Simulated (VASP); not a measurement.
Energy against volume of AuZn (CsCl type). All values below come from MS2 meta-GGA, VASP's PBE PAW potentials (set 64) (plane waves; VASP). Run with 520 eV cut-off, 12×12×12 Γ-centred mesh, first-order Methfessel-Paxton smearing of 0.10 eV, potentials Zn Au.

```
V (Å³/atom)  E (eV/atom)
-----------  -----------
14.706           6.12120
15.161           6.11381
15.616           6.12212
16.071           6.14102
```

Problem. Fit these four points and predict the energy of the run at 14.252 Å³/atom.

Solution. A cubic in V^(−2/3), the third-order Birch-Murnaghan form, passes through the four points with V0 = 15.12 Å³/atom and B0 = 188 GPa, and gives 6.1507 eV/atom there. The run gave 6.1455 eV/atom, -5.3 meV/atom from the fit; all five points give B0 = 171 GPa.

The compound is AuZn in the CsCl type structure. It was relaxed first.
